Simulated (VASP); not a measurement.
Output of a VASP run:

OSZICAR:
```
       N       E                     dE             d eps       ncg     rms          rms(c)
DAV:   1     0.450582665204E+02    0.45058E+02   -0.65286E+03  1872   0.115E+03
DAV:   2    -0.111798920272E+02   -0.56238E+02   -0.55444E+02  2336   0.244E+02
DAV:   3    -0.118724925825E+02   -0.69260E+00   -0.66810E+00  2169   0.266E+01
DAV:   4    -0.118773806942E+02   -0.48881E-02   -0.48846E-02  2140   0.187E+00
DAV:   5    -0.118774228162E+02   -0.42122E-04   -0.42121E-04  2080   0.138E-01    0.127E+01
DAV:   6    -0.115226368008E+02    0.35479E+00   -0.41526E-01  1939   0.789E+00    0.616E+00
DAV:   7    -0.114209566110E+02    0.10168E+00   -0.32439E-01  1963   0.660E+00    0.421E-01
DAV:   8    -0.114200418570E+02    0.91475E-03   -0.21675E-03  2085   0.572E-01    0.752E-02
DAV:   9    -0.114200830727E+02   -0.41216E-04   -0.67777E-05  2081   0.107E-01    0.356E-02
DAV:  10    -0.114200757057E+02    0.73670E-05   -0.40894E-06  1955   0.314E-02    0.795E-03
DAV:  11    -0.114200764027E+02   -0.69700E-06   -0.74149E-08   991   0.429E-03
   1 F= -.11420076E+02 E0= -.11420104E+02  d E =-.114201E+02
```

OUTCAR:
```
------------------------ aborting loop because EDIFF is reached ----------------------------------------
  FORCE on cell =-STRESS in cart. coord.  units (eV):
  Direction    XX          YY          ZZ          XY          YZ          ZX
  --------------------------------------------------------------------------------------
  Total       -0.0078342     -0.0078342     -0.0078342      0.0000000     -0.0000000      0.0000000
  in kB       -0.6782189     -0.6782189     -0.6782189      0.0000000     -0.0000000      0.0000000
  external PRESSURE =      -0.6782189 kB  Pullay stress =       0.0000000 kB
  volume of cell :       18.51
      direct lattice vectors                 reciprocal lattice vectors
    -1.666318491  1.666318491  1.666318491     0.000000000  0.300062685  0.300062685
     1.666318491 -1.666318491  1.666318491     0.300062685  0.000000000  0.300062685
     1.666318491  1.666318491 -1.666318491     0.300062685  0.300062685  0.000000000
 POSITION                                       TOTAL-FORCE (eV/Angst)
 -----------------------------------------------------------------------------------
      0.00000      0.00000      0.00000        -0.000000      0.000000      0.000000
 -----------------------------------------------------------------------------------
    total drift:                               -0.000000      0.000000      0.000000
  FREE ENERGIE OF THE ION-ELECTRON SYSTEM (eV)
  ---------------------------------------------------
  free  energy   TOTEN  =       -11.4200764027 eV

  energy  without entropy=      -11.4201604541  energy(sigma->0) =      -11.42010442

 reached required accuracy - stopping structural energy minimisation
```
(Selected blocks of OUTCAR.)

### POSCAR
```
Ta
1
   -1.6663184907     1.6663184907     1.6663184907
    1.6663184907    -1.6663184907     1.6663184907
    1.6663184907     1.6663184907    -1.6663184907
Ta
1
Direct
  0.0000000000   0.0000000000   0.0000000000
```

Q: Reconstruct the remaining input files.

A: This is not unique; one that fits is the input of the run itself, revPBE GGA, plane waves, VASP's PBE PAW potentials (set 64).

File KPOINTS:
```
Automatic mesh
0
Gamma
  14 14 14
0 0 0
```

**INCAR**
```
SIGMA = 0.1
ISIF = 3   ! ions, shape and volume
ISMEAR = 1   ! Methfessel-Paxton
PREC = Accurate
LREAL = .False.   ! projection in real space or not
EDIFF = 1E-6
LASPH = .True.   ! aspherical one-centre terms
IBRION = 2
ENCUT = 520   ! plane-wave cut-off (eV)
GGA = RE
EDIFFG = -0.01
LMAXMIX = 6
LWAVE = .False.
SYSTEM = Ta
NSW = 60   ! most ionic steps
LCHARG = .False.
ALGO = Normal   ! blocked Davidson
NELM = 100   ! most electronic steps
```

POTCAR, in this order: Ta_pv (PBE.64 set). Program: vasp_std.

The compound is Ta in the bcc structure. It was relaxed first. The start is the result of an earlier pass.
